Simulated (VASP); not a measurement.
Output of a VASP run:

### OSZICAR
```
       N       E                     dE             d eps       ncg     rms          rms(c)
DAV:   1     0.603584459706E+02    0.60358E+02   -0.59854E+03   856   0.110E+03
DAV:   2    -0.169871036607E+02   -0.77346E+02   -0.71926E+02   860   0.231E+02
DAV:   3    -0.206126241099E+02   -0.36255E+01   -0.35017E+01  1072   0.569E+01
DAV:   4    -0.206976187217E+02   -0.84995E-01   -0.84690E-01  1012   0.860E+00
DAV:   5    -0.207003867802E+02   -0.27681E-02   -0.27677E-02  1140   0.154E+00    0.144E+01
DAV:   6    -0.243842391047E+02   -0.36839E+01   -0.41311E+01  1088   0.137E+02    0.180E+01
DAV:   7    -0.192970665673E+02    0.50872E+01   -0.17276E+01  1120   0.107E+02    0.344E+00
DAV:   8    -0.193254515065E+02   -0.28385E-01   -0.10730E+00  1020   0.875E+00    0.192E+00
DAV:   9    -0.192900388258E+02    0.35413E-01   -0.11192E-01  1096   0.705E+00    0.447E-01
DAV:  10    -0.192900694061E+02   -0.30580E-04   -0.59592E-03  1068   0.870E-01    0.626E-02
DAV:  11    -0.192900471147E+02    0.22291E-04   -0.31916E-04  1260   0.304E-01    0.376E-02
DAV:  12    -0.192900700600E+02   -0.22945E-04   -0.47841E-05   908   0.648E-02    0.241E-02
DAV:  13    -0.192900700373E+02    0.22729E-07   -0.28246E-06  1052   0.150E-02
   1 F= -.19290070E+02 E0= -.19289902E+02  d E =-.504863E-03
```

**OUTCAR**
```
------------------------ aborting loop because EDIFF is reached ----------------------------------------
  FORCE on cell =-STRESS in cart. coord.  units (eV):
  Direction    XX          YY          ZZ          XY          YZ          ZX
  --------------------------------------------------------------------------------------
  Total       -0.0555243     -0.0555243     -0.0555243      0.0000000      0.0000000     -0.0000000
  in kB       -2.3107829     -2.3107829     -2.3107829      0.0000000      0.0000000     -0.0000000
  external PRESSURE =      -2.3107829 kB  Pullay stress =       0.0000000 kB
  volume of cell :       38.50
      direct lattice vectors                 reciprocal lattice vectors
     0.000000000  2.680000000  2.680000000    -0.186567164  0.186567164  0.186567164
     2.680000000  0.000000000  2.680000000     0.186567164 -0.186567164  0.186567164
     2.680000000  2.680000000  0.000000000     0.186567164  0.186567164 -0.186567164
 POSITION                                       TOTAL-FORCE (eV/Angst)
 -----------------------------------------------------------------------------------
      0.00000      0.00000      0.00000         0.000000     -0.000000      0.000000
      1.34000      1.34000      1.34000        -0.000000      0.000000     -0.000000
      4.02000      4.02000      4.02000         0.000000     -0.000000      0.000000
 -----------------------------------------------------------------------------------
    total drift:                               -0.000000     -0.000000      0.000000
  FREE ENERGIE OF THE ION-ELECTRON SYSTEM (eV)
  ---------------------------------------------------
  free  energy   TOTEN  =       -19.2900700373 eV

  energy  without entropy=      -19.2895651742  energy(sigma->0) =      -19.28990175
```
(Selected blocks of OUTCAR.)

### POSCAR
```
CoSi2
1
    0.0000000000     2.6800000000     2.6800000000
    2.6800000000     0.0000000000     2.6800000000
    2.6800000000     2.6800000000     0.0000000000
Co Si
1 2
Direct
  0.0000000000   0.0000000000   0.0000000000
  0.2500000000   0.2500000000   0.2500000000
  0.7500000000   0.7500000000   0.7500000000
```

Q: Write an INCAR and KPOINTS that could have produced this output.

A: Several could match; the one computed here: the input of the run itself, PBE GGA, plane waves, VASP's PBE PAW potentials (set 64).

**INCAR**
```
# general
SYSTEM  = CoSi2
PREC    = Accurate
ENCUT   = 400
LREAL   = .FALSE.   # projection in real space or not
LASPH   = .TRUE.

# electronic loop
EDIFF   = 1E-6   # SCF stop (eV)
NELM    = 100
ALGO    = Normal
LMAXMIX = 4

# smearing
ISMEAR  = 1
SIGMA   = 0.1

# functional
GGA     = PE

# ions
ISIF    = 2

# output
LWAVE   = .FALSE.
LCHARG  = .FALSE.
```

KPOINTS:
```
Automatic mesh
0
Gamma
9 9 9
0 0 0
```

POTCAR, in this order: Co Si (PBE.64 set). Program: vasp_std.

The compound is CoSi2 in the fluorite structure. The cell was not relaxed at this level. The run is not spin-polarised, so no magnetic state was tried. The electron count is odd and the run is not spin-polarised, which forces a metal.
